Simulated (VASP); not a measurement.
Here is the system:

```
MgSe
1.0
    0.00000     2.73241     2.73241
    2.73241     0.00000     2.73241
    2.73241     2.73241     0.00000
Mg Se
1 1
Direct
  0.02745   0.97255   0.02745
  0.50000   0.50000   0.50000
```

The numbers are results of r2SCAN meta-GGA, VASP's PBE PAW potentials (set 64) (plane waves; VASP 6.6.1), not measurements. Settings: 480 eV cut-off, 8×8×8 Γ-centred mesh, Gaussian smearing of 0.050 eV, potentials Mg Se.

Q: Estimate the energy per atom (σ→0), largest force.

A: 
The energy per atom (σ→0) comes out as -10.676 eV/atom and the largest force is 0.393 eV/Å.

The absolute energy has meaning only against runs of the same code, potentials and settings.

The compound is MgSe in the rock salt structure. This cell was strained or had an atom moved on purpose.
